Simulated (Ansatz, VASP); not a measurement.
## Two plane-wave programs on PtC

Contents of INCAR:

```
PREC = Accurate ; ENCUT = 520
EDIFF = 1E-7 ; ISMEAR = -1
SIGMA = 0.05 ; LREAL = False
LASPH = True ; NELM = 60
ALGO = Normal ; ISIF = 2
LWAVE = False ; LCHARG = True
GGA = PS ; LELF = True
LVHAR = True ; NBANDS = 14
```

File KPOINTS:

```
Automatic mesh
0
Gamma
  14 14 14
```

The input POSCAR:

```
PtC
1.0
    2.7716252463      0.0000000000      0.0000000000
    0.0000000000      2.7716252463      0.0000000000
    0.0000000000      0.0000000000      2.7716252463
Pt C
1 1
Direct
    0.0000000000      0.0000000000      0.0000000000
    0.5000000000      0.5000000000      0.5000000000
```

Input for Ansatz:

```yaml
crystal:
  lattice:
    - [2.7716252463, 0.0, 0.0]
    - [0.0, 2.7716252463, 0.0]
    - [0.0, 0.0, 2.7716252463]
  atoms:
    - { symbol: Pt, position: [0.0, 0.0, 0.0] }
    - { symbol: C, position: [0.5, 0.5, 0.5] }
kpoints:
  mp_grid: { grid: [14, 14, 14] }
  band_path:
    path:
      - [0.0, 0.0, 0.0]
      - [0.0, 0.5, 0.0]
      - [0.5, 0.5, 0.0]
      - [0.0, 0.0, 0.0]
      - [0.5, 0.5, 0.5]
      - [0.0, 0.5, 0.0]
      - [0.5, 0.5, 0.5]
      - [0.5, 0.5, 0.0]
    npoints: 8
scf:
  occupations: { method: fermi_dirac, width: 0.05 }
hamiltonian:
  xc: pbesol
  pseudopotentials: { kind: paw }
output:
  forces: true
  stress: true
  eigenvalues: true
  populations: true
  dos: { projected: true, de: 0.2, e_range: [-14, 8] }
```

Change from the starting cell: volume scaled by 1, PAW files.

Alike in both runs: task single point; functional PBEsol; k mesh 14 × 14 × 14; occupations fermi-dirac, width 0.05 eV; no spin polarisation.

|  | VASP | Ansatz |
| --- | --- | --- |
| version | VASP 6.6.1 | Ansatz 0.2.0 |
| potentials or method | VASP PAW PBE potentials, release 64 (Pt, C) | PAW with Ansatz's default frozen-core files, scalar-relativistic |
| plane-wave cutoff (eV) | 520 | 420 |
| valence electrons in the cell | 14 | 22 |

|  | VASP | Ansatz | Ansatz less VASP |
| --- | --- | --- | --- |
| pressure (GPa) | 0.0 | 0.0 | +0.03 |

The functional is the same, so the differences come from potentials, cutoffs and numerics. The two sets of potentials don't hold the same shells in valence.

Caveats: the PAW data sets were made with another functional, which shifts forces and pressure a little (VASP). Spin-orbit coupling is left out, which matters for the levels of Pt.
